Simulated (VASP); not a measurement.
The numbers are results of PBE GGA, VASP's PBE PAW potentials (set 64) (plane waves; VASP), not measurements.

VASP ran on this input.

File POSCAR:
```
CoAl
1
    2.8028000000     0.0000000000     0.0000000000
    0.0000000000     2.8028000000     0.0000000000
    0.0000000000     0.0000000000     2.8028000000
Al Co
1 1
Direct
  0.4991320000   0.5015210000   0.4902240000
  0.0008680000  -0.0015210000   0.0097760000
```

INCAR:
```
LWAVE  =  .False.
ISMEAR  =  0   ! Gaussian
ENCUT  =  300   ! plane-wave cut-off (eV)
EDIFF  =  1E-6   ! SCF stop (eV)
NELM  =  100   ! most electronic steps
LCHARG  =  .False.
PREC  =  Accurate
ISIF  =  2   ! forces and stress, cell fixed
LASPH  =  .True.
SYSTEM  =  CoAl
GGA  =  PE   ! PBE
ALGO  =  Normal   ! blocked Davidson
SIGMA  =  0.136   ! width (eV)
LREAL  =  .False.   ! projection in real space or not
LMAXMIX  =  4
```

**KPOINTS**
```
Automatic mesh
0
Gamma
8 8 8
0 0 0
```

POTCAR, in this order: Al Co (PBE.64 set). Program: vasp_std.

The run wrote:

OSZICAR:
```
       N       E                     dE             d eps       ncg     rms          rms(c)
DAV:   1     0.230783724701E+02    0.23078E+02   -0.38499E+03  5610   0.806E+02
DAV:   2    -0.128450266992E+02   -0.35923E+02   -0.33526E+02  5240   0.155E+02
DAV:   3    -0.135913869255E+02   -0.74636E+00   -0.74136E+00  6134   0.278E+01
DAV:   4    -0.136024548276E+02   -0.11068E-01   -0.11059E-01  6092   0.325E+00
DAV:   5    -0.136027554656E+02   -0.30064E-03   -0.30063E-03  5962   0.520E-01    0.127E+01
DAV:   6    -0.159310064801E+02   -0.23283E+01   -0.66138E+01  5694   0.117E+02    0.163E+01
DAV:   7    -0.119637660713E+02    0.39672E+01   -0.29364E+01  5694   0.738E+01    0.191E+00
DAV:   8    -0.119505089893E+02    0.13257E-01   -0.19647E-01  5494   0.372E+00    0.112E+00
DAV:   9    -0.119364441358E+02    0.14065E-01   -0.41943E-02  6090   0.273E+00    0.264E-01
DAV:  10    -0.119361069584E+02    0.33718E-03   -0.10897E-03  6460   0.451E-01    0.139E-01
DAV:  11    -0.119360937990E+02    0.13159E-04   -0.23413E-05  5776   0.390E-02    0.197E-02
DAV:  12    -0.119360900885E+02    0.37106E-05   -0.18806E-05  5866   0.598E-02    0.611E-03
DAV:  13    -0.119360900122E+02    0.76289E-07   -0.37426E-07  2780   0.523E-03
   1 F= -.11936090E+02 E0= -.11931869E+02  d E =-.844176E-02
```

### OUTCAR
```
------------------------ aborting loop because EDIFF is reached ----------------------------------------
  FORCE on cell =-STRESS in cart. coord.  units (eV):
  Direction    XX          YY          ZZ          XY          YZ          ZX
  --------------------------------------------------------------------------------------
  Total        1.4843796      1.4838438      1.4517994     -0.0011613     -0.0128122      0.0073130
  in kB      108.0137956    107.9748097    105.6430337     -0.0845063     -0.9323041      0.5321458
  external PRESSURE =     107.2105463 kB  Pullay stress =       0.0000000 kB
  volume of cell :       22.02
      direct lattice vectors                 reciprocal lattice vectors
     2.802800000  0.000000000  0.000000000     0.356786071  0.000000000  0.000000000
     0.000000000  2.802800000  0.000000000     0.000000000  0.356786071  0.000000000
     0.000000000  0.000000000  2.802800000     0.000000000  0.000000000  0.356786071
 POSITION                                       TOTAL-FORCE (eV/Angst)
 -----------------------------------------------------------------------------------
      1.39897      1.40566      1.37400         0.042970     -0.075285      0.479554
      0.00243      2.79854      0.02740        -0.042970      0.075285     -0.479554
 -----------------------------------------------------------------------------------
    total drift:                                0.000065     -0.000114      0.000489
  FREE ENERGIE OF THE ION-ELECTRON SYSTEM (eV)
  ---------------------------------------------------
  free  energy   TOTEN  =       -11.9360900122 eV

  energy  without entropy=      -11.9276482507  energy(sigma->0) =      -11.93186913
```
(Selected blocks of OUTCAR.)

File OUTCAR:
```
 val. band max:       11.2170004848   @ k =   0.0000   0.3750   0.5000

 cond. band min:      11.3114871849   @ k =   0.5000  -0.3750   0.1250


 Fermi energy:        11.2642798594

 k-point     1 :       0.0000    0.0000    0.0000
  band No.  band energies     occupation
      1      -0.1549      2.00000
      2       8.0709      2.00000
      3       8.0752      2.00000
      4      10.3618      2.00000
      5      10.3660      2.00000
      6      10.3660      2.00000
      7      17.4880      0.00000
      8      17.4910      0.00000
      9      17.4928      0.00000
     10      20.2411      0.00000

 k-point     2 :       0.1250    0.0000    0.0000
  band No.  band energies     occupation
      1       0.1514      2.00000
      2       8.0330      2.00000
      3       8.1601      2.00000
      4      10.2006      2.00000
      5      10.2052      2.00000
      6      10.3835      2.00000
      7      15.3492      0.00000
      8      17.9105      0.00000
      9      17.9170      0.00000
     10      20.1895      0.00000

 k-point     3 :       0.0000    0.1250    0.0000
  band No.  band energies     occupation
      1       0.1514      2.00000
      2       8.0330      2.00000
      3       8.1601      2.00000
      4      10.2007      2.00000
      5      10.2052      2.00000
      6      10.3834      2.00000
      7      15.3493      0.00000
      8      17.9112      0.00000
      9      17.9162      0.00000
     10      20.1894      0.00000

 k-point     4 :       0.0000    0.0000    0.1250
  band No.  band energies     occupation
      1       0.1513      2.00000
      2       8.0357      2.00000
      3       8.1569      2.00000
      4      10.2050      2.00000
      5      10.2051      2.00000
      6      10.3796      2.00000
      7      15.3521      0.00000
      8      17.9111      0.00000
      9      17.9115      0.00000
     10      20.1858      0.00000

 k-point     5 :       0.2500    0.0000    0.0000
...
```

At this cut-off the stress carries a Pulay error, which pulls relaxed volumes low.

The structure is a typed CoAl crystal. The cell was not relaxed at this level, atoms are displaced from their ideal sites. The run is not spin-polarised, so no magnetic state was tried.
